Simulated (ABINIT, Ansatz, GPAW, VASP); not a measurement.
**One calculation of SnTe3, 4 ways**

```xyz
4
Lattice="0.0000 3.8612 3.8612 3.8612 0.0000 3.8612 3.8612 3.8612 0.0000" Properties=species:S:1:pos:R:3 pbc="T T T"
Te    3.8612    3.8612    3.8612
Te    5.7918    5.7918    5.7918
Te    1.9306    1.9306    1.9306
Sn    0.0000    0.0000    0.0000
```

The cell comes from a database or a generator and needn't be the stable form of this composition.

Alike in all runs: task single point; functional PBEsol; k mesh 6 × 6 × 6; occupations fermi-dirac, width 0.05 eV; no spin polarisation; no spin-orbit coupling. A missing gap at this level doesn't show that the real crystal is a metal. Pressure is positive in compression and, in plane waves, holds the error of the finite cutoff.

| program and potentials | plane-wave cutoff (eV) | notes | band gap (eV) | pressure (GPa) |
| --- | --- | --- | --- | --- |
| VASP, PBE PAW files Sn_d, Te, 520 eV | 520 | potentials made for PBE; 8 valence electrons an atom on average | no gap | -2.81 |
| GPAW, PAW data sets generated for this functional | 600 | 8 valence electrons an atom on average | no gap | -3.21 |
| ABINIT, PseudoDojo NC SR PBEsol v0.4.1 standard | 1088 | 15.5 valence electrons an atom on average | no gap | -2.67 |
| Ansatz, all-electron LAPW, scalar-relativistic | - | - | no gap | -2.79 |

None finds a gap. The pressure spans -3.21 (GPAW, PAW data sets generated for this functional) to -2.67 GPa (ABINIT, PseudoDojo NC SR PBEsol v0.4.1 standard), with all-electron results at -2.79.

Differences between rows come from potentials, basis sets and numerical settings, since the functional is the same but for its coding. Runs on potential files found faulty are left out.
